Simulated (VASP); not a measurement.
Wanted: the native input for a VASP 6.6.1 run.

```yaml
Task: density of states
Functional: PBE
Potentials_or_basis: VASP PAW PBE potentials, release 64 (Ti_sv, B, N)
Cutoff: 520 eV
k_mesh: 10 × 10 × 10
Occupations: gaussian, width 0.1 eV
Spin: no spin polarisation
k_mesh_for_the_DOS: 15 × 15 × 15
Occupations_for_the_DOS: tetrahedron
Further_INCAR_settings: ALGO = Fast; EDIFF = 1e-06
```

The system is Ti2BN.

```
CELL_PARAMETERS angstrom
-2.18828 2.18828 4.35399
2.18828 -2.18828 4.35399
2.18828 2.18828 -4.35399
ATOMIC_POSITIONS crystal
Ti 0.74235 0.74235 0.00000
Ti 0.00765 0.50765 0.50000
Ti 0.49235 0.99235 0.50000
Ti 0.25765 0.25765 0.00000
B 0.75000 0.25000 0.50000
B 0.00000 0.00000 0.00000
N 0.50000 0.50000 0.00000
N 0.25000 0.75000 0.50000
```

The cell was built by a generator and needn't be a form met in nature.

These files were run (other wordings do the same):

POSCAR

```
Ti2BN                                   
1.0
   -2.1882800986      2.1882800986      4.3539857017
    2.1882800986     -2.1882800986      4.3539857017
    2.1882800986      2.1882800986     -4.3539857017
  Ti              B               N             
     4     2     2
Direct
     0.7423543218851094    0.7423543218851094    0.0000000000000000
     0.0076456781148906    0.5076456781148906    0.5000000000000000
     0.4923543218851094    0.9923543218851094    0.5000000000000000
     0.2576456781148906    0.2576456781148906    0.0000000000000000
     0.7500000000000000    0.2500000000000000    0.5000000000000000
     0.0000000000000000    0.0000000000000000    0.0000000000000000
     0.5000000000000000    0.5000000000000000    0.0000000000000000
     0.2500000000000000    0.7500000000000000    0.5000000000000000
```

INCAR.step1

```
ALGO = Fast
EDIFF = 1E-6
ENCUT = 520
GGA = PE
ISIF = 2
ISMEAR = 0
KPAR = 4
LASPH = T
LCHARG = T
LMAXMIX = 4
LREAL = F
LWAVE = F
NELM = 80
PREC = Accurate
SIGMA = 0.1
```

KPOINTS.step1

```
k-points
0
Gamma
  10 10 10
```

INCAR.step2

```
ALGO = Fast
EDIFF = 1E-6
ENCUT = 520
GGA = PE
ICHARG = 11
ISIF = 2
ISMEAR = -5
KPAR = 4
LASPH = T
LCHARG = F
LMAXMIX = 4
LORBIT = 10
LREAL = F
LWAVE = F
NEDOS = 1001
NELM = 80
PREC = Accurate
SIGMA = 0.1
```

KPOINTS.step2

```
k-points
0
Gamma
  15 15 15
```

Potentials or basis: VASP PAW PBE potentials, release 64 (Ti_sv, B, N).

Launch:

```bash
$ cat potpaw_PBE.64/Ti_sv/POTCAR potpaw_PBE.64/B/POTCAR potpaw_PBE.64/N/POTCAR > POTCAR
$ cp INCAR.step1 INCAR
$ cp KPOINTS.step1 KPOINTS
$ mpirun -np 4 vasp_std > vasp.out
$ cp INCAR.step2 INCAR
$ cp KPOINTS.step2 KPOINTS
$ mpirun -np 4 vasp_std > vasp.out
```

It gave:

```json
{"Valence electrons inside the program's atomic spheres": "Ti 10.37; B 1.94; N 3.69"}
```

Run time: 17 min on 4 MPI ranks on Intel(R) Xeon(R) Platinum 8488C (Sapphire Rapids), with other jobs on the host, peak memory 0.78 GiB a rank.
